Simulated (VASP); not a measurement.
VASP input:

POSCAR:
```
SiC
5.050
  0.3049504950  -0.5281897030   0.0000000000
  0.3049504950   0.5281897030   0.0000000000
  0.0000000000   0.0000000000   1.0000000000
Si C
2 2
Cartesian
  0.3049504950  -0.1760635864   0.5000000000
  0.3049504950   0.1760635864   0.0000000000
  0.3049504950  -0.1760635864   0.8750000000
  0.3049504950   0.1760635864   0.3750000000
```

KPOINTS:
```
kpoints
0
gamma
  4 4 2
```

INCAR:
```
! general
SYSTEM  =  SiC
PREC    =  Normal
ENCUT   =  500
LREAL   =  F
LASPH   =  T

! electronic loop
EDIFF   =  1E-8
NELM    =  100
ALGO    =  Normal

! smearing
ISMEAR  =  0
SIGMA   =  0.01

! functional
GGA     =  PE

! output
LWAVE   =  T
LCHARG  =  F
```

POTCAR, in this order: Si_GW C_GW_new (PBE.64 set). Program: vasp_std.

Q: Translate this PBE calculation to Quantum ESPRESSO's pw.x.

A: One equivalent input (not run):
```
&CONTROL
  calculation = 'scf'
  pseudo_dir = './pseudo'
  outdir = './out'
  tprnfor = .true.
  tstress = .true.
/
&SYSTEM
  ibrav = 0
  nat = 4
  ntyp = 2
  ecutwfc = 82
  occupations = 'smearing'
  smearing = 'gaussian'
  degauss = 0.000735
  input_dft = 'pbe'
/
&ELECTRONS
  conv_thr = 7.3e-10
  electron_maxstep = 100
/
ATOMIC_SPECIES
  Si 28.085 Si.upf
  C 12.011 C.upf
CELL_PARAMETERS angstrom
     1.5400000   -2.6673580    0.0000000
     1.5400000    2.6673580    0.0000000
     0.0000000    0.0000000    5.0500000
ATOMIC_POSITIONS crystal
  Si   0.6666670  0.3333330  0.5000000
  Si   0.3333330  0.6666670  0.0000000
  C    0.6666670  0.3333330  0.8750000
  C    0.3333330  0.6666670  0.3750000
K_POINTS automatic
  4 4 2 0 0 0
```
Limits of the translation: the potentials are each code's own (VASP's PAW set, PseudoDojo norm-conserving files in pw.x), so ENCUT and ecutwfc are chosen apart and not converted; conv_thr bounds pw.x's estimated SCF error, while EDIFF bounds the energy change between steps.

The compound is SiC in the wurtzite structure, the rare 2H polytype. The cell was not relaxed at this level. The k-mesh is coarse (spacing up to 0.62 per Å, 2π included), so the numbers may not be converged in it.
